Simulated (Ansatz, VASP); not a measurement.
# Two plane-wave programs on HfGe

File INCAR:

```
SYSTEM = HfGe
PREC = Accurate ; ENCUT = 520
EDIFF = 1E-7 ; ISMEAR = -1
SIGMA = 0.05 ; LREAL = .FALSE.
LASPH = .TRUE. ; NELM = 150
ALGO = Normal ; ISIF = 2
LWAVE = .FALSE. ; LCHARG = .TRUE.
MAGMOM = 0 0 0 0 0 0 ; LORBIT = 11
LSORBIT = .TRUE. ; GGA_COMPAT = .FALSE.
LORBMOM = .TRUE. ; LMAXMIX = 4
GGA = PS ; LVHAR = .TRUE.
NBANDS = 36
```

File KPOINTS:

```
Automatic mesh
0
G
  6 6 6
  0 0 0
```

POSCAR

```
HfGe
1.0
    3.5008378700      0.0000000000      0.0000000000
    0.0000000000      3.5008378700      0.0000000000
    0.0000000000      0.0000000000      3.5008378700
Hf Ge
1 1
Direct
    0.0000000000      0.0000000000      0.0000000000
    0.5000000000      0.5000000000      0.5000000000
```

Contents of input.yaml:

```yaml
crystal:
  lattice:
    - [3.50083787, 0.0, 0.0]
    - [0.0, 3.50083787, 0.0]
    - [0.0, 0.0, 3.50083787]
  atoms:
    - { symbol: Hf, position: [0.0, 0.0, 0.0] }
    - { symbol: Ge, position: [0.5, 0.5, 0.5] }
hamiltonian:
  xc: pbesol
  pseudopotentials: { kind: paw_fr }
magnetization:
  noncollinear: true
  spin_orbit: true
kpoints:
  mp_grid: { grid: [6, 6, 6] }
  band_path:
    path:
      - [[0.0, 0.0, 0.0], [0.0, 0.5, 0.0], [0.5, 0.5, 0.0], [0.0, 0.0, 0.0], [0.5, 0.5, 0.5], [0.0, 0.5, 0.0]]
      - [[0.5, 0.5, 0.0], [0.5, 0.5, 0.5]]
    npoints: 14
scf:
  occupations: { method: fermi_dirac, width: 0.05 }
  n_extra_bands: 6
output:
  forces: true
  stress: true
  eigenvalues: true
  fatbands: true
```

The cell was built by a generator and needn't be a form met in nature.

Alike in both runs: functional PBEsol; k mesh 6 × 6 × 6; occupations fermi-dirac, width 0.05 eV; non-collinear spin, spin-orbit coupling.

|  | VASP | Ansatz |
| --- | --- | --- |
| version | VASP 6.6.1 | Ansatz 0.2.0 |
| potentials or method | VASP PAW PBE potentials, release 64 (Hf_pv, Ge_d) | Ansatz PAW |
| plane-wave cutoff (eV) | 520 | 420 |
| valence electrons in the cell | 24 | 40 |
| task | single point | band structure |

```tsv
	VASP	Ansatz	Ansatz less VASP
gap on the k mesh at the Fermi level (eV)	none	none	-
pressure (GPa)	-15.9	-15.6	+0.21
net moment per atom (μB)	0.00	0.00	0.000
```

A gap of «none» marks a metal or a gap that the smearing closes. The two sets of potentials don't hold the same shells in valence.

Caveats: so large a pressure means that the cell lies far from this level's equilibrium, or that cutoff or potentials fall short; the potentials were made for another functional, which shifts forces and pressure (VASP); the PAW data sets come from PBE, with cores solved anew for the run's functional, which leaves a small shift of forces and pressure (Ansatz).
